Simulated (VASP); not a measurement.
# SiNi (Pnma) in VASP: notebook, part 2 of 2

VASP 6.6.1. The steps go on from the part before.

**3. Relaxation of cell and atoms, PBE**

This run uses another cell than the first one, of 12.21 Å³/atom, 1.010 times its volume.

File INCAR:

```
SYSTEM = SiNi
PREC = Accurate
ENCUT = 600
EDIFF = 1E-7
ISMEAR = 1
SIGMA = 0.1
LREAL = .False.
LASPH = .True.
NELM = 80
ALGO = Normal
ISIF = 3
LWAVE = .False.
LCHARG = .False.
GGA = PE
IBRION = 2
NSW = 90
EDIFFG = -0.005
KPAR = 4
```

File KPOINTS:

```
Automatic mesh
0
Gamma
  8 12 8
  0 0 0
```

File POSCAR:

```
SiNi                                    
1.0
    5.1494048597     -0.0000000000      0.0000000000
   -0.0000000000      3.3811176053      0.0000000000
    0.0000000000      0.0000000000      5.6122944565
  Si              Ni            
     4     4
Direct
     0.3208909155869607    0.7500000000000000    0.0847739854370817
     0.1791090844130392    0.2500000000000000    0.5847739854370816
     0.8208909155869606    0.7500000000000000    0.4152260145629183
     0.6791090844130394    0.2500000000000000    0.9152260145629184
     0.0084808556868073    0.2500000000000000    0.1886003609630057
     0.4915191443131928    0.7500000000000000    0.6886003609630056
     0.5084808556868075    0.2500000000000000    0.3113996390369943
     0.9915191443131925    0.7500000000000000    0.8113996390369944
```

Potentials or basis: VASP PAW PBE potentials, release 64 (Si, Ni).

Started as:

```console
$ cat potpaw_PBE.64/Si/POTCAR potpaw_PBE.64/Ni/POTCAR > POTCAR
$ mpirun -np 4 vasp_std > vasp.out
```

OUTCAR:

```text
SYSTEM = SiNi
   PREC = Accurate
   ENCUT = 600
   EDIFF = 1E-7
   ISMEAR = 1
   LREAL = .False.
   LASPH = .True.
   NELM = 80
   ISIF = 3
   GGA = PE
   IBRION = 2
   NSW = 90
   EDIFFG = -0.005

 ion  position               nearest neighbor table
   1  0.321  0.750  0.085-   8 2.29   7 2.33   7 2.33   6 2.39   5 2.41   5 2.41   4 2.68   4 2.68

   2  0.179  0.250  0.585-   7 2.29   8 2.33   8 2.33   5 2.39   6 2.41   6 2.41   3 2.68   3 2.68

   3  0.821  0.750  0.415-   6 2.29   5 2.33   5 2.33   8 2.39   7 2.41   7 2.41   2 2.68   2 2.68

   4  0.679  0.250  0.915-   5 2.29   6 2.33   6 2.33   7 2.39   8 2.41   8 2.41   1 2.68   1 2.68

   5  0.008  0.250  0.189-   4 2.29   3 2.33   3 2.33   2 2.39   1 2.41   1 2.41   7 2.67   7 2.67
                             8 2.71   8 2.71
   6  0.492  0.750  0.689-   3 2.29   4 2.33   4 2.33   1 2.39   2 2.41   2 2.41   8 2.67   8 2.67
                             7 2.71   7 2.71
[... 343 lines left out ...]

 E-fermi :  10.2984     XC(G=0): -12.1682

 val. band max:       10.2787347129   @ k =   0.0000   0.4167   0.2500
 cond. band min:      10.3123727217   @ k =   0.2500   0.4167   0.2500
 fundamental gap:      0.0336380089
 Fermi energy:        10.2983884792

 k-point     1 :       0.0000    0.0000    0.0000
  band No.  band energies     occupation
      1      -2.6156      2.00000
      2       0.7293      2.00000
      3       1.9799      2.00000
      4       2.5797      2.00000
      5       3.8668      2.00000
      6       4.3424      2.00000
[... 853 lines left out ...]
     32      11.9094     -0.00000
     33      12.7947      0.00000

 [... further k-points ...]

------------------------ aborting loop because EDIFF is reached ----------------------------------------

  FORCE on cell =-STRESS in cart. coord.  units (eV):
  Direction    XX          YY          ZZ          XY          YZ          ZX
  --------------------------------------------------------------------------------------
  -------------------------------------------------------------------------------------
  Total       -0.0172308     -0.0175571     -0.0178858      0.0000000      0.0000000      0.0000000
  in kB       -0.2824083     -0.2877566     -0.2931435      0.0000000      0.0000000      0.0000000
  external PRESSURE =      -0.2877695 kB  Pullay stress =       0.0000000 kB
[... 23 lines left out ...]
  FREE ENERGIE OF THE ION-ELECTRON SYSTEM (eV)
  ---------------------------------------------------
  free  energy   TOTEN  =       -47.5994497037 eV

  energy  without entropy=      -47.5992092267  energy(sigma->0) =      -47.59936954

 reached required accuracy - stopping structural energy minimisation
```

CONTCAR:

```text
SiNi
   1.00000000000000
     5.1478925498680752    0.0000000000000000    0.0000000000000000
     0.0000000000000000    3.3824389647794946    0.0000000000000000
     0.0000000000000000    0.0000000000000000    5.6140809717180185
  Si              Ni
     4     4
Direct
     0.3210045604006487    0.7500000000000000    0.0847122452224605
     0.1789954395993513    0.2500000000000000    0.5847122452224605
     0.8210045604006487    0.7500000000000000    0.4152877547775395
     0.6789954395993513    0.2500000000000000    0.9152877547775395
     0.0085060587722999    0.2500000000000000    0.1885888945967235
     0.4914939412277001    0.7500000000000000    0.6885888945967236
     0.5085060587722999    0.2500000000000000    0.3114111054032765
     0.9914939412277001    0.7500000000000000    0.8114111054032764

  0.00000000E+00  0.00000000E+00  0.00000000E+00
  0.00000000E+00  0.00000000E+00  0.00000000E+00
  0.00000000E+00  0.00000000E+00  0.00000000E+00
  0.00000000E+00  0.00000000E+00  0.00000000E+00
  0.00000000E+00  0.00000000E+00  0.00000000E+00
  0.00000000E+00  0.00000000E+00  0.00000000E+00
  0.00000000E+00  0.00000000E+00  0.00000000E+00
  0.00000000E+00  0.00000000E+00  0.00000000E+00
```

Wall time 6.8 min (4 MPI ranks of Intel Xeon Platinum 8259CL at 2.50GHz (Skylake/Cascade Lake), shared host); peak memory 0.63 GiB.

What came out:

```
Free energy                            : -47.5994 eV
Relaxed volume                         : 12.22 Å³/atom
Relaxed cell                           : a = 5.148 Å, b = 3.382 Å, c = 5.614 Å, α = 90.00°, β = 90.00°, γ = 90.00°
Space group after relaxing (to 0.05 Å) : Pnma (No. 62)
Energy gained by relaxing              : 0.0 meV/atom
Ionic steps                            : 4
Pressure after relaxing                : 0.0 GPa
Band gap on the k mesh                 : none (metal or under the smearing width)
```

Forces on the atoms (eV/Å):
```
Si   0.002  0.000  0.000
Si  -0.002  0.000  0.000
Si   0.002  0.000  0.000
Si  -0.002  0.000  0.000
Ni   0.001  0.000  0.000
Ni  -0.001  0.000  0.000
Ni   0.001  0.000  0.000
Ni  -0.001  0.000  0.000
```

Final structure:
```cif
data_structure
_symmetry_space_group_name_H-M 'P 1'
_symmetry_Int_Tables_number 1
_cell_length_a 5.1479
_cell_length_b 3.3824
_cell_length_c 5.6141
_cell_angle_alpha 90.000
_cell_angle_beta 90.000
_cell_angle_gamma 90.000
_cell_volume 97.75
loop_
_atom_site_label
_atom_site_type_symbol
_atom_site_fract_x
_atom_site_fract_y
_atom_site_fract_z
_atom_site_occupancy
Si1 Si 0.32100 0.75000 0.08471 1
Si2 Si 0.17900 0.25000 0.58471 1
Si3 Si 0.82100 0.75000 0.41529 1
Si4 Si 0.67900 0.25000 0.91529 1
Ni1 Ni 0.00851 0.25000 0.18859 1
Ni2 Ni 0.49149 0.75000 0.68859 1
Ni3 Ni 0.50851 0.25000 0.31141 1
Ni4 Ni 0.99149 0.75000 0.81141 1
```
